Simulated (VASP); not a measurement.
Here is the system:

```
CELL_PARAMETERS angstrom
      4.38481     0.00000     0.00000
      0.00000     4.38481     0.00000
      0.00000     0.00000     4.38481
ATOMIC_POSITIONS crystal
  Co 0.85446 0.64554 0.35446
  Co 0.35446 0.85446 0.64554
  Co 0.14554 0.14554 0.14554
  Co 0.64554 0.35446 0.85446
  Si 0.15668 0.34332 0.65668
  Si 0.65668 0.15668 0.34332
  Si 0.84332 0.84332 0.84332
  Si 0.34332 0.65668 0.15668
```

These are PBEsol GGA, VASP's PBE PAW potentials (set 64) (plane waves; VASP) values and carry that method's errors. Settings: 400 eV cut-off, Gaussian smearing of 0.050 eV, potentials Co Si.

Q: What does the run give for the band gap (along the path) with the smallest direct gap where there is one?

A: 
```
Quantity                                                      Value
-------------------------  ----------------------------------------
band gap (along the path)  none (metal, semimetal or under 0.01 eV)
```

Only differences to runs with the same potentials and settings are physical.

The compound is CoSi in the B20 structure. It was relaxed first. The run is not spin-polarised, so no magnetic state was tried.
